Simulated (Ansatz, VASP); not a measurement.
# GaCuSe2 in two plane-wave programs, part 2 of 2

Wanted: the spread between two codes on one cell, functional and k mesh.

VASP 6.6.1 and Ansatz 0.2.0.

So far: Set-up; Ansatz: relaxation of cell and atoms, PBEsol.

## 3. VASP: relaxation of cell and atoms, PBEsol

Level of this step: PBEsol, no spin polarisation; plane waves and PAW (Se, Ga, Cu) (VASP).

The same cell, functional, mesh and smearing now go to VASP, with its own data sets and cutoff.

Lines of VASP's logs that name or quote its potential files are left out, and so is its time.

Contents of INCAR:

```
SYSTEM = GaCuSe2
PREC = Accurate
ENCUT = 390
EDIFF = 1E-06
NELM = 120
ISMEAR = 0
SIGMA = 0.05
LREAL = .FALSE.
ALGO = Normal
GGA = PS
NBANDS = 34
LASPH = .TRUE.
LORBIT = 11
LWAVE = .FALSE.
LCHARG = .FALSE.
KPAR = 4
IBRION = 2
NSW = 40
ISIF = 3
EDIFFG = -0.02
POTIM = 0.4
```

Contents of POSCAR:

```
GaCuSe2
1.0
   -2.8095500000      2.8095500000      5.5130000000
    2.8095500000     -2.8095500000      5.5130000000
    2.8095500000      2.8095500000     -5.5130000000
Se Ga Cu
4 2 2
Direct
    0.1256200000      0.6250000000      0.0006200000
    0.8750000000      0.8743800000      0.4993800000
    0.6243800000      0.1250000000      0.9993800000
    0.3750000000      0.3756200000      0.5006200000
    0.2500000000      0.7500000000      0.5000000000
    0.5000000000      0.5000000000      0.0000000000
    0.7500000000      0.2500000000      0.5000000000
    0.0000000000      0.0000000000      0.0000000000
```

Contents of KPOINTS:

```
Automatic mesh
0
Gamma
5 5 5
0 0 0
```

Potentials, in the order of the species: Se, Ga and Cu (PBE family, release 64).

On the command line:

```sh
> mpirun -np 4 vasp_std
```

Numbers of over 12 decimals in the logs are rounded to 6 here.

What it wrote:

```text
[banner, memory and clock lines left out]
running    4 mpi-ranks, on    1 nodes
 distrk:  each k-point on    1 cores,    4 groups
 distr:  one band on    1 cores,    1 groups

 POSCAR found type information on POSCAR SeGaCu
 POSCAR found :  3 types and       8 ions
|                                                                             |
|               ----> ADVICE to this user running VASP <----                  |
|                                                                             |
|     You enforced a specific xc type in the INCAR file but a different       |
|     [... a line on the potential file left out ...]
|     I HOPE YOU KNOW WHAT YOU ARE DOING!                                     |
|                                                                             |

 LDA part: xc-table for (Slater+PW92), standard interpolation
 POSCAR, INCAR and KPOINTS ok, starting setup
 FFT: planning ... GRIDC
 FFT: planning ... GRID_SOFT
 FFT: planning ... GRID
 WAVECAR not read
 entering main loop
       N       E                     dE             d eps       ncg     rms          rms(c)
DAV:   1     0.379326559337E+03    0.37933E+03   -0.17699E+04  1224   0.122E+03
DAV:   2     0.109927531523E+02   -0.36833E+03   -0.35346E+03  1248   0.304E+02
DAV:   3    -0.336979385240E+02   -0.44691E+02   -0.43650E+02  1672   0.124E+02
DAV:   4    -0.361278022953E+02   -0.24299E+01   -0.24084E+01  1606   0.286E+01
DAV:   5    -0.362385937567E+02   -0.11079E+00   -0.11068E+00  1736   0.575E+00    0.131E+01
DAV:   6    -0.366114769186E+02   -0.37288E+00   -0.37008E+01  1676   0.113E+02    0.991E+00
DAV:   7    -0.343119961853E+02    0.22995E+01   -0.87854E+00  1468   0.882E+01    0.426E+00
DAV:   8    -0.345506644820E+02   -0.23867E+00   -0.47493E+00  1998   0.344E+01    0.359E+00
DAV:   9    -0.343649202351E+02    0.18574E+00   -0.12198E+00  1754   0.234E+01    0.455E-01
DAV:  10    -0.343699985676E+02   -0.50783E-02   -0.65085E-02  1900   0.480E+00    0.355E-01
DAV:  11    -0.343696027276E+02    0.39584E-03   -0.25668E-02  1916   0.364E+00    0.183E-01
DAV:  12    -0.343689981463E+02    0.60458E-03   -0.45245E-03  1926   0.148E+00    0.302E-02
DAV:  13    -0.343690039102E+02   -0.57638E-05   -0.24232E-04  1998   0.109E-01    0.158E-02
DAV:  14    -0.343690033535E+02    0.55662E-06   -0.33974E-05  2064   0.112E-01    0.551E-03
DAV:  15    -0.343690044737E+02   -0.11201E-05   -0.59143E-06  1620   0.243E-02    0.277E-03
DAV:  16    -0.343690045314E+02   -0.57752E-07   -0.46939E-07   788   0.715E-03
   1 F= -.34369005E+02 E0= -.34369000E+02  d E =-.343690E+02
[...]
2 F= -.34400908E+02 E0= -.34400895E+02  d E =-.319030E-01
[...]
3 F= -.34422988E+02 E0= -.34422938E+02  d E =-.539835E-01
[...]
4 F= -.34423002E+02 E0= -.34422953E+02  d E =-.539970E-01
[...]
5 F= -.34423792E+02 E0= -.34423735E+02  d E =-.790482E-03
[...]
6 F= -.34424051E+02 E0= -.34423987E+02  d E =-.104922E-02
[...]
7 F= -.34424079E+02 E0= -.34424012E+02  d E =-.107733E-02
 curvature:  -1.23 expect dE=-0.985E-03 dE for cont linesearch -0.293E-05
 trial: gam= 1.20874 g(F)=  0.189E-05 g(S)=  0.798E-03 ort =-0.412E-04 (trialstep = 0.670E+00)
 search vector abs. value=  0.174E-02
 bond charge predicted
       N       E                     dE             d eps       ncg     rms          rms(c)
DAV:   1    -0.344254259390E+02   -0.13466E-02   -0.36052E-02  1838   0.182E+00    0.249E-01
DAV:   2    -0.344249955253E+02    0.43041E-03   -0.80333E-03  1598   0.212E+00    0.152E-01
DAV:   3    -0.344245443199E+02    0.45121E-03   -0.23873E-03  1566   0.132E+00    0.809E-02
DAV:   4    -0.344244487234E+02    0.95596E-04   -0.34246E-04  1920   0.179E-01    0.217E-02
DAV:   5    -0.344244406836E+02    0.80399E-05   -0.44346E-05  1834   0.151E-01    0.900E-03
DAV:   6    -0.344244411391E+02   -0.45554E-06   -0.15693E-05  1316   0.191E-02    0.292E-03
DAV:   7    -0.344244409222E+02    0.21693E-06   -0.62302E-07   682   0.822E-03
   8 F= -.34424441E+02 E0= -.34424382E+02  d E =-.362034E-03
 trial-energy change:   -0.000362  1 .order   -0.000379   -0.000503   -0.000256
 step:   1.3662(harm=  1.3662)  dis= 0.00042  next Energy=   -34.424591 (dE=-0.512E-03)
 reached required accuracy - stopping structural energy minimisation
```

OUTCAR, selected parts (step 3):

```text
ion  position               nearest neighbor table
   1  0.126  0.625  0.001-   6 2.42   5 2.42   8 2.42   7 2.42
   2  0.875  0.874  0.499-   6 2.42   5 2.42   8 2.42   7 2.42
   3  0.624  0.125  0.999-   5 2.42   6 2.42   7 2.42   8 2.42
   4  0.375  0.376  0.501-   5 2.42   6 2.42   7 2.42   8 2.42
   5  0.250  0.750  0.500-   3 2.42   4 2.42   1 2.42   2 2.42
   6  0.500  0.500  0.000-   1 2.42   2 2.42   4 2.42   3 2.42
   7  0.750  0.250  0.500-   2 2.42   4 2.42   3 2.42   1 2.42
   8  0.000  0.000  0.000-   1 2.42   3 2.42   2 2.42   4 2.42

  LATTYP: Found a body centered tetragonal cell.
 ALAT       =     5.6191000000
 C/A-ratio  =     1.9622359453

 Subroutine GETGRP returns: Found  8 space group operations
 (whereof  4 operations were pure point group operations)

The static configuration has the point symmetry S_4 .
 The point group associated with its full space group is D_2d.

 Found     18 irreducible k-points:

   k-points           NKPTS =     18   k-points in BZ     NKDIM =     18   number of bands    NBANDS=     34

   dimension x,y,z NGX =    48 NGY =   48 NGZ =   48
   dimension x,y,z NGXF=    96 NGYF=   96 NGZF=   96

   ENCUT  =  390.0 eV  28.66 Ry    5.35 a.u.  10.94 10.94 10.94*2*pi/ulx,y,z

   NELECT =      52.0000    total number of electrons

 k-points in reciprocal lattice and weights: Automatic mesh
   0.00000000  0.00000000  0.00000000       0.008
   0.20000000 -0.00000000  0.00000000       0.064
   0.40000000 -0.00000000  0.00000000       0.064
   0.20000000  0.20000000  0.00000000       0.064
   0.40000000  0.20000000  0.00000000       0.128
  -0.40000000  0.20000000  0.00000000       0.128
  -0.20000000  0.20000000  0.00000000       0.032
   0.40000000  0.40000000  0.00000000       0.064
  -0.40000000  0.40000000  0.00000000       0.032
[...]
-0.40000000  0.40000000  0.40000000       0.032
  -0.40000000 -0.40000000  0.40000000       0.016

 average (electrostatic) potential at core
       1 -55.1840       2 -55.1840       3 -55.1840       4 -55.1840       5 -14.4140
       6 -14.4140       7 -66.9848       8 -66.9848

 E-fermi :   3.4357

 k-point     1 :       0.0000    0.0000    0.0000
  band No.  band energies     occupation
    ...
     22       1.5617      2.00000
     23       1.6634      2.00000
     24       3.2811      1.99999
     25       3.2811      1.99999
     26       3.3776      1.89949
     27       3.4937      0.10053
     28       5.1453      0.00000
     29       5.4438      0.00000
     30       7.2683      0.00000
     31       7.2683      0.00000
    ...

 k-point     2 :       0.2000   -0.0000    0.0000
  band No.  band energies     occupation
    ...
     22       1.7191      2.00000
     23       1.7536      2.00000
     24       2.3257      2.00000
     25       2.9153      2.00000
     26       3.1926      2.00000
     27       4.6792      0.00000
     28       5.7016      0.00000
     29       5.8199      0.00000
     30       6.6523      0.00000
     31       6.9105      0.00000
    ...

 k-point     3 :       0.4000   -0.0000    0.0000
  band No.  band energies     occupation
    ...
     22       1.7864      2.00000
     23       1.9172      2.00000
     24       2.1133      2.00000
     25       2.2798      2.00000
     26       2.8489      2.00000
     27       5.3808      0.00000
     28       5.7816      0.00000
     29       6.5153      0.00000
     30       7.0162      0.00000
     31       7.3285      0.00000
    ...

  Total       -0.1378864     -0.1378864     -0.0275412      0.0000000      0.0000000      0.0000000
  in kB       -1.2771126     -1.2771126     -0.2550887      0.0000000      0.0000000      0.0000000
  external PRESSURE =      -0.9364380 kB  Pullay stress =       0.0000000 kB

  energy-cutoff  :      390.00
  volume of cell :      172.98
      direct lattice vectors                 reciprocal lattice vectors
    -2.793411726  2.793411726  5.542082361     0.000000000  0.178992590  0.090218796
     2.793411726 -2.793411726  5.542082361     0.178992590  0.000000000  0.090218796
     2.793411726  2.793411726 -5.542082361     0.178992590  0.178992590  0.000000000

 POSITION                                       TOTAL-FORCE (eV/Angst)
 -----------------------------------------------------------------------------------
      4.19012      1.34665     -1.38552         0.000000      0.002873     -0.000000
      1.44676      1.39671      6.92760        -0.002873      0.000000     -0.000000
     -1.39671      1.44676      4.15656         0.000000     -0.002873     -0.000000
      1.34665      1.39671      1.38552         0.002873      0.000000     -0.000000
      2.79341      0.00000      2.77104         0.000000      0.000000     -0.000000
      0.00000      0.00000      5.54208         0.000000      0.000000     -0.000000
      0.00000      2.79341      2.77104         0.000000      0.000000     -0.000000
      0.00000      0.00000     -0.00000         0.000000      0.000000      0.000000
 -----------------------------------------------------------------------------------
    total drift:                                0.000001      0.000001     -0.000002

  FREE ENERGIE OF THE ION-ELECTRON SYSTEM (eV)
  ---------------------------------------------------
  free  energy   TOTEN  =       -34.4244409222 eV

  energy  without entropy=      -34.4243237239  energy(sigma->0) =      -34.42438232

 reached required accuracy - stopping structural energy minimisation

 total charge
# of ion       s       p       d       tot
------------------------------------------
    1        1.447   2.376   0.050   3.874
    2        1.447   2.376   0.050   3.874
    3        1.447   2.376   0.050   3.874
    4        1.447   2.376   0.050   3.874
    5        1.084   1.093   0.166   2.343
    6        1.084   1.093   0.166   2.343
    7        0.386   0.370   9.263  10.019
    8        0.386   0.370   9.263  10.019
--------------------------------------------------
tot          8.729  12.430  19.059  40.217

[... 3 further parts left out ...]
```

CONTCAR:

```
GaCuSe2
   1.00000000000000
    -2.7934117257572311    2.7934117257572311    5.5420823614394514
     2.7934117257572311   -2.7934117257572311    5.5420823614394514
     2.7934117257572311    2.7934117257572311   -5.5420823614394514
  Se              Ga              Cu
     4     2     2
Direct
     0.1160409788191140    0.6250000000000000    0.9910409788191141
     0.8750000000000000    0.8839590211808859    0.5089590211808859
     0.6339590211808859    0.1250000000000000    0.0089590211808860
     0.3750000000000000    0.3660409788191139    0.4910409788191139
     0.2500000000000000    0.7500000000000000    0.5000000000000000
     0.5000000000000000    0.5000000000000000    0.0000000000000000
     0.7500000000000000    0.2500000000000000    0.5000000000000000
     0.0000000000000000    0.0000000000000000    0.0000000000000000
```

This run has no spin polarisation, so a moment on Cu, if there is one, isn't seen. The data set Ga keeps the semicore shell frozen, which is cheaper and a little less accurate.

## 4. Differences

Known differences besides the potentials themselves: both relaxations stop at a tolerance, which leaves soft axes loose, and VASP keeps its plane-wave basis; the data sets hold 128 valence electrons in Ansatz (default PAW (the set named soft_2) files) and 52 in VASP; the cutoff is 420 eV in Ansatz and 390 eV in VASP; Ansatz makes its cores anew for this functional, VASP keeps those of its PBE data sets; Ansatz adds a Pulay correction to the stress that steers its cell, VASP none. Total energies have different zeros and are not compared.

Compared:

| quantity | Ansatz | VASP | difference |
| --- | --- | --- | --- |
| volume (Å³) | 171.74 | 172.98 | -0.72 % |
| edge a after relaxation, in the typed setting (Å) | 6.794 | 6.806 | -0.17 % |

The walks stopped with 0.00 GPa left in Ansatz and -0.09 GPa in VASP; each walk ends within a tolerance, so the volume difference is uncertain by about these residues over the bulk modulus, most in soft cells.

## 5. Results

* difference in volume (relaxation of cell and atoms, PBEsol): -0.72 %

The difference in volume is -0.72 % (relaxation of cell and atoms, PBEsol), within the 1.2 % picked in this series as the mark of a large difference, as far as the stopping tolerances let one tell. Such differences can come from data sets, numerical settings and the points named under the comparisons, not from the functional's error against experiment.

[Lines on the potential files, build, host, timing and source positions are cut from VASP's logs without a mark.]

[Logs are printed without paths, hosts, clocks, repeated set-up lines and the standing remarks that a program may print on its own settings, such as how far it seeks lower states.]

[Hosts, paths, dates, database ids (printed as entryN), source tags and the programs' standing remarks are cut or masked in the printed files.]
